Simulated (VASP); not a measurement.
Ru:

```xyz
2
Lattice="2.6892 0.0000 0.0000 -1.3446 2.3289 0.0000 0.0000 0.0000 4.2520" Properties=species:S:1:pos:R:3 pbc="T T T"
Ru    0.0000    1.5526    1.0630
Ru    1.3446    0.7763    3.1890
```

Base run:

```yaml
Program: VASP 6.6.1
Functional: PBEsol
Potentials_or_basis: VASP PAW PBE potentials, release 64 (Ru_pv)
Cutoff: 520 eV
k_mesh: 18 × 18 × 10
Occupations: gaussian, width 0.5 eV
Spin: no spin polarisation
```

Its results: band gap on the k mesh none (metal or under the smearing width); pressure 0.9 GPa.

**Question.** The run is repeated on the same cell with these changes: cutoff from 520 eV to 700 eV; occupations from gaussian, width 0.5 eV to gaussian, width 0.1 eV. What comes out?

**Answer.** Band gap on the k mesh none (metal or under the smearing width); pressure 0.1 GPa.

Caveats: the PAW data sets were made with another functional, which shifts forces and pressure a little.

Not every run made on this cell is shown here.
